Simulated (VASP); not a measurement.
Data:

```
TaC
1.0
    0.00000     2.23000     2.23000
    2.23000     0.00000     2.23000
    2.23000     2.23000     0.00000
Ta C
1 1
Direct
  0.00000   0.00000   0.00000
  0.50000   0.50000   0.50000
```

These are PBE GGA, VASP's PBE PAW potentials (set 64) (plane waves; VASP) values and carry that method's errors. Numerical set-up: 520 eV cut-off, 13×13×13 Γ-centred mesh, first-order Methfessel-Paxton smearing of 0.10 eV, potentials Ta_pv C.

Unless said otherwise, spin-orbit coupling is left out, though it shifts the bands of the heavy elements here.

Question: Estimate the energy per atom (σ→0), pressure, band gap (on the k-mesh) with the smallest direct gap where there is one.

Answer: 
```yaml
band gap (on the k-mesh): none (metal, semimetal or under 0.01 eV)
energy per atom (σ→0): -11.102 eV/atom
pressure: 4.13 GPa
```

Only differences to runs with the same potentials and settings are physical.

The compound is TaC in the rock salt structure. The cell was not relaxed at this level. The electron count is odd and the run is not spin-polarised, which forces a metal.
